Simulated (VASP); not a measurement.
Calculation: PBE GGA, VASP's PBE PAW potentials (set 64) (plane waves; VASP).

The input files of a VASP run:

KPOINTS:
```
Automatic mesh
0
Gamma
5 5 7
0 0 0
```

File POSCAR:
```
PbO2
1
    5.1682068374     0.0000000000     0.0000000000
    0.0000000000     5.1682068374     0.0000000000
    0.0000000000     0.0000000000     3.5230391928
Pb O
2 4
Direct
  1.0000000000   1.0000000000   0.0000000000
  0.5000000000   0.5000000000   0.5000000000
  0.3077796410   0.3077796410   0.0000000000
  0.8077796410   0.1922203590   0.5000000000
  0.1922203590   0.8077796410   0.5000000000
  0.6922203590   0.6922203590   1.0000000000
```

INCAR:
```
# general
SYSTEM  = PbO2
PREC    = Accurate
ENCUT   = 520
LREAL   = .FALSE.   # projection in real space or not
LASPH   = .TRUE.

# electronic loop
EDIFF   = 1E-7   # SCF stop (eV)
NELM    = 100   # most electronic steps
ALGO    = Normal
LMAXMIX = 4

# smearing
ISMEAR  = 0
SIGMA   = 0.05

# functional
GGA     = PE

# ions
IBRION  = 2
NSW     = 30
ISIF    = 4
EDIFFG  = -0.01   # ionic stop

# output
LWAVE   = .FALSE.
LCHARG  = .FALSE.
```

POTCAR, in this order: Pb_d O (PBE.64 set). Program: vasp_std.

What VASP printed:

OUTCAR:
```
 ion  position               nearest neighbor table
   1  0.000  0.000  0.000-   3 2.25   6 2.25   5 2.25   4 2.25   4 2.25   5 2.25   2 4.06   2 4.06
                             2 4.06   2 4.06   2 4.06   2 4.06   2 4.06   2 4.06
   2  0.500  0.500  0.500-   4 2.25   5 2.25   3 2.25   6 2.25   3 2.25   6 2.25   1 4.06   1 4.06
                             1 4.06   1 4.06   1 4.06   1 4.06   1 4.06   1 4.06
   3  0.308  0.308  0.000-   1 2.25   2 2.25   2 2.25
   4  0.808  0.192  0.500-   2 2.25   1 2.25   1 2.25
   5  0.192  0.808  0.500-   2 2.25   1 2.25   1 2.25
   6  0.692  0.692  0.000-   1 2.25   2 2.25   2 2.25
  LATTYP: Found a simple tetragonal cell.
 ALAT       =     5.1682068374
 C/A-ratio  =     0.6816753477
 Subroutine PRICEL returns:
 Original cell was already a primitive cell.
 Subroutine GETGRP returns: Found 16 space group operations
The static configuration has the point symmetry D_2h.
 The point group associated with its full space group is D_4h.
The dynamic configuration has the point symmetry D_2h.
 Subroutine INISYM returns: Found 16 space group operations
 Subroutine IBZKPT returns following result:
 Found     24 irreducible k-points:

 Following reciprocal coordinates:
            Coordinates               Weight
  0.000000  0.000000  0.000000      1.000000
  0.200000  0.000000  0.000000      4.000000
  0.400000  0.000000  0.000000      4.000000
  0.200000  0.200000  0.000000      4.000000
  0.400000  0.200000  0.000000      8.000000
  0.400000  0.400000  0.000000      4.000000
  0.000000  0.000000  0.142857      2.000000
  0.200000  0.000000  0.142857      8.000000
  0.400000  0.000000  0.142857      8.000000
  0.200000  0.200000  0.142857      8.000000
  0.400000  0.200000  0.142857     16.000000
  0.400000  0.400000  0.142857      8.000000
  0.000000  0.000000  0.285714      2.000000
  0.200000  0.000000  0.285714      8.000000
  0.400000  0.000000  0.285714      8.000000
  0.200000  0.200000  0.285714      8.000000
  0.400000  0.200000  0.285714     16.000000
  0.400000  0.400000  0.285714      8.000000
  0.000000  0.000000  0.428571      2.000000
  0.200000  0.000000  0.428571      8.000000
  0.400000  0.000000  0.428571      8.000000
  0.200000  0.200000  0.428571      8.000000
  0.400000  0.200000  0.428571     16.000000
  0.400000  0.400000  0.428571      8.000000
   k-points           NKPTS =     24   k-points in BZ     NKDIM =     24   number of bands    NBANDS=     31
   number of dos      NEDOS =    301   number of ions     NIONS =      6
   total plane-waves  NPLWV =  44800
   dimension x,y,z NGX =    40 NGY =   40 NGZ =   28
   dimension x,y,z NGXF=    80 NGYF=   80 NGZF=   56
   ions per type =               2   4
   PREC   = accura    normal or accurate (medium, high low for compatibility)
   ISTART =      0    job   : 0-new  1-cont  2-samecut
   ICHARG =      2    charge: 1-file 2-atom 10-const
   ISPIN  =      1    spin polarized calculation?
   LNONCOLLINEAR =      F non collinear calculations
   LSORBIT =      F    spin-orbit coupling
   INIWAV =      1    electr: 0-lowe 1-rand  2-diag
   ENCUT  =  520.0 eV  38.22 Ry    6.18 a.u.   9.61  9.61  6.55*2*pi/ulx,y,z
   NELM   =    100;   NELMIN=  2; NELMDL= -5     # of ELM steps
   EDIFF  = 0.1E-06   stopping-criterion for ELM
   LREAL  =      F    real-space projection
   NLSPLINE    = F    spline interpolate recip. space projectors
   LMAXMIX     =    4 max onsite mixed and CHGCAR
   VOSKOWN=      0    Vosko Wilk Nusair interpolation
   EDIFFG = -.1E-01   stopping-criterion for IOM
   NSW    =     30    number of steps for IOM
   NBLOCK =      1;   KBLOCK =     30    inner block; outer block
   IBRION =      2    ionic relax: 0-MD 1-quasi-New 2-CG
   NFREE  =      1    steps in history (QN), initial steepest desc. (CG)
   ISIF   =      4    stress and relaxation
   ISYM   =      2    0-nonsym 1-usesym 2-fastsym
...
```

**OSZICAR**
```
       N       E                     dE             d eps       ncg     rms          rms(c)
DAV:   1     0.679764880919E+03    0.67976E+03   -0.26180E+04  1495   0.198E+03
DAV:   2     0.584507890079E+02   -0.62131E+03   -0.59956E+03  1635   0.538E+02
DAV:   3    -0.333626722312E+02   -0.91813E+02   -0.89916E+02  1962   0.227E+02
DAV:   4    -0.370885838556E+02   -0.37259E+01   -0.37122E+01  1750   0.496E+01
DAV:   5    -0.372576305066E+02   -0.16905E+00   -0.16900E+00  2035   0.103E+01    0.137E+01
DAV:   6    -0.318523586933E+02    0.54053E+01   -0.27052E+01  2295   0.530E+01    0.498E+00
DAV:   7    -0.318027561140E+02    0.49603E-01   -0.18494E+00  1936   0.117E+01    0.277E+00
DAV:   8    -0.317947020305E+02    0.80541E-02   -0.49021E-01  2270   0.598E+00    0.116E+00
DAV:   9    -0.317686232476E+02    0.26079E-01   -0.10549E-01  2447   0.367E+00    0.151E-01
DAV:  10    -0.317706573546E+02   -0.20341E-02   -0.11834E-02  1649   0.660E-01    0.125E-01
DAV:  11    -0.317705536009E+02    0.10375E-03   -0.52108E-04  2357   0.251E-01    0.439E-02
DAV:  12    -0.317705380820E+02    0.15519E-04   -0.11763E-04  1814   0.808E-02    0.607E-03
DAV:  13    -0.317705399580E+02   -0.18760E-05   -0.37003E-06  2182   0.192E-02    0.460E-03
DAV:  14    -0.317705394152E+02    0.54286E-06   -0.32109E-06  2157   0.228E-02    0.230E-03
DAV:  15    -0.317705394654E+02   -0.50230E-07   -0.41468E-07  1681   0.542E-03
   1 F= -.31770539E+02 E0= -.31769933E+02  d E =-.317705E+02
       N       E                     dE             d eps       ncg     rms          rms(c)
DAV:   1    -0.317999180818E+02   -0.29379E-01   -0.26629E+00  1488   0.120E+01    0.857E-01
DAV:   2    -0.317913711961E+02    0.85469E-02   -0.10784E-01  1921   0.302E+00    0.510E-01
DAV:   3    -0.317821571869E+02    0.92140E-02   -0.12613E-02  2133   0.142E+00    0.821E-02
DAV:   4    -0.317823156834E+02   -0.15850E-03   -0.30096E-03  2016   0.404E-01    0.368E-02
DAV:   5    -0.317823047650E+02    0.10918E-04   -0.12063E-04  1907   0.113E-01    0.964E-03
DAV:   6    -0.317823086458E+02   -0.38808E-05   -0.26452E-05  1931   0.383E-02    0.610E-03
DAV:   7    -0.317823094612E+02   -0.81539E-06   -0.22714E-06  2160   0.169E-02    0.169E-03
DAV:   8    -0.317823094750E+02   -0.13815E-07   -0.49158E-07  1863   0.770E-03
   2 F= -.31782309E+02 E0= -.31781813E+02  d E =-.117700E-01
       N       E                     dE             d eps       ncg     rms          rms(c)
DAV:   1    -0.318244043700E+02   -0.42095E-01   -0.51826E+00  1488   0.168E+01    0.120E+00
DAV:   2    -0.318073316774E+02    0.17073E-01   -0.20962E-01  1936   0.420E+00    0.718E-01
DAV:   3    -0.317892298832E+02    0.18102E-01   -0.25053E-02  2132   0.195E+00    0.118E-01
DAV:   4    -0.317895217012E+02   -0.29182E-03   -0.58595E-03  2074   0.557E-01    0.507E-02
DAV:   5    -0.317895003500E+02    0.21351E-04   -0.23730E-04  1912   0.165E-01    0.133E-02
DAV:   6    -0.317895076072E+02   -0.72572E-05   -0.50403E-05  1981   0.528E-02    0.843E-03
DAV:   7    -0.317895092638E+02   -0.16567E-05   -0.48977E-06  2169   0.261E-02    0.289E-03
DAV:   8    -0.317895093369E+02   -0.73047E-07   -0.12805E-06  2293   0.125E-02    0.717E-04
DAV:   9    -0.317895094085E+02   -0.71646E-07   -0.68306E-08  1166   0.308E-03
   3 F= -.31789509E+02 E0= -.31789096E+02  d E =-.189699E-01
       N       E                     dE             d eps       ncg     rms          rms(c)
DAV:   1    -0.317902204482E+02   -0.71111E-03   -0.87963E-02  1496   0.219E+00    0.158E-01
DAV:   2    -0.317899197618E+02    0.30069E-03   -0.35403E-03  1928   0.556E-01    0.940E-02
DAV:   3    -0.317896114189E+02    0.30834E-03   -0.41377E-04  2117   0.263E-01    0.160E-02
DAV:   4    -0.317896158183E+02   -0.43995E-05   -0.10370E-04  2090   0.740E-02    0.675E-03
DAV:   5    -0.317896151839E+02    0.63445E-06   -0.55119E-06  1938   0.262E-02    0.167E-03
DAV:   6    -0.317896152802E+02   -0.96382E-07   -0.11082E-06  2170   0.108E-02    0.104E-03
DAV:   7    -0.317896152934E+02   -0.13199E-07   -0.53314E-08   961   0.224E-03
   4 F= -.31789615E+02 E0= -.31789215E+02  d E =-.190758E-01
       N       E                     dE             d eps       ncg     rms          rms(c)
DAV:   1    -0.317896597294E+02   -0.44449E-04   -0.71210E-03  1496   0.623E-01    0.450E-02
DAV:   2    -0.317896346097E+02    0.25120E-04   -0.28696E-04  1913   0.158E-01    0.268E-02
DAV:   3    -0.317896092754E+02    0.25334E-04   -0.33328E-05  2124   0.748E-02    0.459E-03
DAV:   4    -0.317896097225E+02   -0.44710E-06   -0.83506E-06  2070   0.208E-02    0.193E-03
DAV:   5    -0.317896097991E+02   -0.76597E-07   -0.43631E-07  1539   0.750E-03
   5 F= -.31789610E+02 E0= -.31789206E+02  d E =-.190703E-01
       N       E                     dE             d eps       ncg     rms          rms(c)
DAV:   1    -0.317896809961E+02   -0.71274E-04   -0.26774E-02  1488   0.111E+00    0.558E-02
DAV:   2    -0.317896985818E+02   -0.17586E-04   -0.68820E-04  2246   0.235E-01    0.334E-02
DAV:   3    -0.317896774656E+02    0.21116E-04   -0.18560E-05  2260   0.492E-02    0.104E-02
DAV:   4    -0.317896753697E+02    0.20960E-05   -0.48602E-06  2319   0.227E-02    0.155E-03
DAV:   5    -0.317896753866E+02   -0.16968E-07   -0.33586E-07  1388   0.516E-03
   6 F= -.31789675E+02 E0= -.31789271E+02  d E =-.655875E-04
```

### OUTCAR
```
------------------------ aborting loop because EDIFF is reached ----------------------------------------
  FORCE on cell =-STRESS in cart. coord.  units (eV):
  Direction    XX          YY          ZZ          XY          YZ          ZX
  --------------------------------------------------------------------------------------
  Total       -2.9283168     -2.9283168     -2.9673459     -0.0000000      0.0000000      0.0000000
  in kB      -49.8576023    -49.8576023    -50.5221126     -0.0000000      0.0000000      0.0000000
  external PRESSURE =     -50.0791057 kB  Pullay stress =       0.0000000 kB
  volume of cell :       94.10
      direct lattice vectors                 reciprocal lattice vectors
     5.220324518  0.000000000  0.000000000     0.191558972 -0.000000000  0.000000000
     0.000000000  5.220324518  0.000000000    -0.000000000  0.191558972  0.000000000
     0.000000000  0.000000000  3.453045049     0.000000000  0.000000000  0.289599465
 POSITION                                       TOTAL-FORCE (eV/Angst)
 -----------------------------------------------------------------------------------
      0.00000      0.00000      0.00000        -0.000000     -0.000000      0.000000
      2.61016      2.61016      1.72652        -0.000000     -0.000000      0.000000
      1.61689      1.61689      3.45305        -0.001823     -0.001823      0.000000
      4.22705      0.99327      1.72652        -0.001823      0.001823      0.000000
      0.99327      4.22705      1.72652         0.001823     -0.001823      0.000000
      3.60343      3.60343      0.00000         0.001823      0.001823      0.000000
 -----------------------------------------------------------------------------------
    total drift:                                0.000000      0.000000     -0.000000
  FREE ENERGIE OF THE ION-ELECTRON SYSTEM (eV)
  ---------------------------------------------------
  free  energy   TOTEN  =       -31.7896753866 eV

  energy  without entropy=      -31.7888661989  energy(sigma->0) =      -31.78927079

 reached required accuracy - stopping structural energy minimisation
```
(Selected blocks of OUTCAR.)

CONTCAR:
```
PbO2
   1.00000000000000
     5.2203245181915801    0.0000000000000000    0.0000000000000000
     0.0000000000000000    5.2203245181915801    0.0000000000000000
     0.0000000000000000    0.0000000000000000    3.4530450485537396
  Pb              O
     2     4
Direct
     0.0000000000000000    0.0000000000000000    0.0000000000000000
     0.5000000000000000    0.5000000000000000    0.5000000000000000
     0.3097298047927339    0.3097298047927339    1.0000000000000000
     0.8097298047927339    0.1902701952072661    0.5000000000000000
     0.1902701952072661    0.8097298047927339    0.5000000000000000
     0.6902701952072661    0.6902701952072661    0.0000000000000000
```

The compound is PbO2 in the rutile structure. This cell is one point of a volume scan, at 1.06 of the reference volume. Symmetry was kept, so distortions that lower it aren't found.
